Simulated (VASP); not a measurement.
Here is the system:

```xyz
8
Lattice="-0.0047 6.1713 6.1754 6.1713 -0.0047 6.1754 3.0833 3.0833 0.0000" Properties=species:S:1:pos:R:3 pbc="T T T"
Zn     3.0833     3.0833     0.0073
Zn     6.1591     3.0908     3.0892
Zn     3.0908     6.1591     3.0892
Te     1.5416     1.5416     1.5455
Te     4.6869     1.4796     4.5706
Te     1.4796     4.6869     4.5706
Te     4.6249     4.6249     7.8467
Cd     3.0833     3.0833     6.1577
```

Level of theory: PBEsol GGA, VASP's PBE PAW potentials (set 64) (plane waves; VASP). Numerical set-up: 400 eV cut-off, 4×4×7 Γ-centred mesh, tetrahedra with Blöchl corrections, potentials Zn Te Cd.

Unless said otherwise, spin-orbit coupling is left out, though it shifts the bands of the heavy elements here.

Problem. Predict the energy per atom (σ→0), band gap (on the k-mesh) with the smallest direct gap where there is one.

Solution. 
| Property | Result |
|---|---|
| band gap (on the k-mesh) | 0.92 eV |
| smallest direct gap (on the k-mesh) | 0.92 eV |
| energy per atom (σ→0) | -2.890 eV/atom |

Only differences to runs with the same potentials and settings are physical.

The structure was generated: CdZn3Te4 was put into an ordered model structure (Amm2), which need not be its known phase. It was relaxed first.
